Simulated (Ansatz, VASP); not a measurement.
# One calculation of BiO4, two programs

```
Bi O
1.0
     4.40725    0.00000    0.00000
    -2.20363    3.81679    0.00000
     0.00000    0.00000    4.37044
Bi O
1 4
Direct
  0.00000 0.00000 0.95851
  0.50000 0.00000 0.76188
  0.00000 0.50000 0.76188
  0.50000 0.50000 0.76188
  0.00000 0.00000 0.36729
```

Alike in both runs: task relaxation of cell and atoms; functional PBE; k mesh 6 × 6 × 4; occupations gaussian, width 0.1 eV; no spin polarisation.

|  | VASP | Ansatz |
| --- | --- | --- |
| version | VASP 6.6.1 | Ansatz 0.2.0 |
| potentials or method | VASP PAW PBE potentials, release 64 (Bi_d, O) | scalar-relativistic, plane waves, PAW |
| plane-wave cutoff (eV) | 600 | 420 |
| valence electrons in the cell | 39 | 39 |

```tsv
	VASP	Ansatz	Ansatz less VASP
gap on the k mesh at the Fermi level, each at its own relaxed structure (eV)	none	none	-
relaxed volume (Å³/atom)	14.91	14.88	-0.027
relaxed cell length with the largest relative difference (Å)	4.526	4.522	-0.0042
energy change over the relaxation (meV/atom)	-231	-228	+2.8
```

A gap of «none» marks a metal or a gap that the smearing closes.

Caveats: spin-orbit coupling is left out, which moves the levels of the heavy elements; an odd number of electrons without spin polarisation forces a metal; a magnetic or distorted state may lie lower.
